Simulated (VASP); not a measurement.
Input:

```xyz
4
Lattice="3.9966 0.0000 0.0000 0.0000 3.9966 0.0000 0.0000 0.0000 5.2615" Properties=species:S:1:pos:R:3 pbc="T T T"
Pb     1.9983     0.0000     4.0710
Pb     0.0000     1.9983     1.1905
O      1.9983     1.9983     0.0000
O      0.0000     0.0000     0.0000
```

Method: r2SCAN meta-GGA, VASP's PBE PAW potentials (set 64) (plane waves; VASP 6.6.1). Run with 600 eV cut-off, 6×6×4 Γ-centred mesh, Gaussian smearing of 0.050 eV, potentials Pb_d O.

Unless said otherwise, spin-orbit coupling is left out, though it shifts the bands of the heavy elements here.

Question: Estimate the energy per atom (σ→0), band gap (on the k-mesh) with the smallest direct gap where there is one.

Answer: 
```
Item                                           Value
-----------------------------------  ---------------
band gap (on the k-mesh)                     1.77 eV
smallest direct gap (on the k-mesh)          2.55 eV
energy per atom (σ→0)                -32.382 eV/atom
```

Total energies compare only between runs with the same potentials, cut-off and functional.

The compound is PbO in the litharge structure. It was relaxed first, which changed the volume by +6 %.
